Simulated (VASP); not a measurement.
Write the native input for VASP 6.6.1 that does the following.

```
Task                   : relaxation of the atoms
Functional             : LDA
Potentials or basis    : VASP PAW LDA potentials, release 64 (C, O)
Cutoff                 : 520 eV
k mesh                 : 1 × 1 × 1
Occupations            : gaussian, width 0.01 eV
Spin                   : no spin polarisation
Dipole correction      : no
Further INCAR settings : ALGO = Fast; EDIFF = 1e-07; IBRION = 2; EDIFFG = -0.003; NSW = 100
```

The structure of CO lies in POSCAR:

```
CO
1.0
   12.0000000000      0.0000000000      0.0000000000
    0.0000000000     12.5000000000      0.0000000000
    0.0000000000      0.0000000000     13.0000000000
C O
1 1
Direct
    0.4525000000      0.5000000000      0.5000000000
    0.5475000000      0.5000000000      0.5000000000
```

These files were run (other wordings do the same):

INCAR

```
PREC = Accurate ; ENCUT = 520
EDIFF = 1E-7 ; ISMEAR = 0
SIGMA = 0.01 ; LREAL = F
LASPH = T ; NELM = 80
ALGO = Fast ; ISIF = 2
LWAVE = F ; LCHARG = F
IBRION = 2 ; NSW = 100
EDIFFG = -0.003
```

KPOINTS

```
regular mesh
0
Gamma
  1 1 1
```

Potentials or basis: VASP PAW LDA potentials, release 64 (C, O).

Run with:

```console
$ cat potpaw_LDA.64/C/POTCAR potpaw_LDA.64/O/POTCAR > POTCAR
$ mpirun -np 1 vasp_gam > vasp.out
```

It gave:

```
Energy gained by relaxing       : 0.7 meV/atom
Ionic steps                     : 13
Gap between the frontier levels : 6.79 eV
```

Caveat: the standard files for N, O and F lose accuracy on very short bonds.

It took 3.7 min on 1 thread of Intel(R) Xeon(R) Platinum 8488C (Sapphire Rapids) (shared host), peak memory 1.1 GiB.
